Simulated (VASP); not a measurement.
Input of a VASP 6.6.1 run:

The input INCAR:

```
ALGO = Normal ; EDIFF = 1E-6
EDIFFG = -0.01 ; ENCUT = 600
GGA = PE ; IBRION = 2
ISIF = 3 ; ISMEAR = 0
LASPH = True ; LCHARG = False
LREAL = False ; LWAVE = False
NELM = 100 ; NSW = 100
PREC = Accurate ; SIGMA = 0.1
```

File KPOINTS:

```
k-points
0
Gamma
  12 12 8
```

File POSCAR:

```
TaSbSe
1.0
    3.6413709542      0.0000000000      0.0000000000
    0.0000000000      3.6413709542      0.0000000000
    0.0000000000      0.0000000000      5.6131814690
Ta Sb Se
1 1 1
Direct
    0.0000000000      0.0000000000      0.0000000000
    0.0000000000      0.0000000000      0.5000000000
    0.5000000000      0.5000000000      0.0000000000
```

Potentials or basis: VASP PAW PBE potentials, release 64 (Ta_pv, Sb, Se).

Launch:

```sh
$ cat potpaw_PBE.64/Ta_pv/POTCAR potpaw_PBE.64/Sb/POTCAR potpaw_PBE.64/Se/POTCAR > POTCAR
$ mpirun -np 1 vasp_std > vasp.out
```

(1) Estimate the space group after relaxing (to 0.05 Å).

(2) Predict the relaxed cell.

(3) Estimate the relaxed volume.

Results:

(1) P4/mmm (No. 123).

(2) a = 3.632 Å, b = 3.632 Å, c = 5.632 Å, α = 90.00°, β = 90.00°, γ = 90.00°.

(3) 24.76 Å³/atom.
